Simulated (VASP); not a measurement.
A run of VASP 6.6.1 is set up as follows.

INCAR

```
PREC = Accurate
ENCUT = 520
EDIFF = 1E-6
ISMEAR = 0
SIGMA = 0.05
LREAL = F
LASPH = T
NELM = 120
ALGO = Normal
ISIF = 2
LWAVE = F
LCHARG = T
ISPIN = 2
MAGMOM = 4 0
LORBIT = 11
LMAXMIX = 6
LDAU = T
LDAUTYPE = 2
LDAUL = 3 -1
LDAUU = 4 0
LDAUJ = 0 0
LDAUPRINT = 1
METAGGA = R2SCAN
LMIXTAU = T
LELF = T
LVHAR = T
```

Contents of KPOINTS:

```
Automatic mesh
0
Gamma
  6 6 5
```

The input POSCAR:

```
PmS
1.0
    3.7551346500      0.0000000000      0.0000000000
   -1.8775673200      3.2520420000      0.0000000000
    0.0000000000      0.0000000000      3.6648253700
Pm S
1 1
Direct
    0.0000000000      0.0000000000      0.0000000000
    0.6666666667      0.3333333333      0.5000000000
```

Potentials or basis: VASP PAW PBE potentials, release 64 (Pm, S).

Launch:

```sh
$ cat potpaw_PBE.64/Pm/POTCAR potpaw_PBE.64/S/POTCAR > POTCAR
$ mpirun -np 1 vasp_std > vasp.out
```

Question: Predict the pressure.

Answer: 7.4 GPa.

Question: What does it give for the site moments?

Answer: Pm +4.29; S -0.06 μB.

Stress tensor (GPa, compression positive):
```
6.76 0.00 0.00
0.00 6.76 0.00
0.00 0.00 8.70
```

Caveat: the magnetic or orbital state may not be the lowest; the PAW data sets were made with another functional, which shifts forces and pressure a little. The state reached can hang on the start; a lower one may exist.
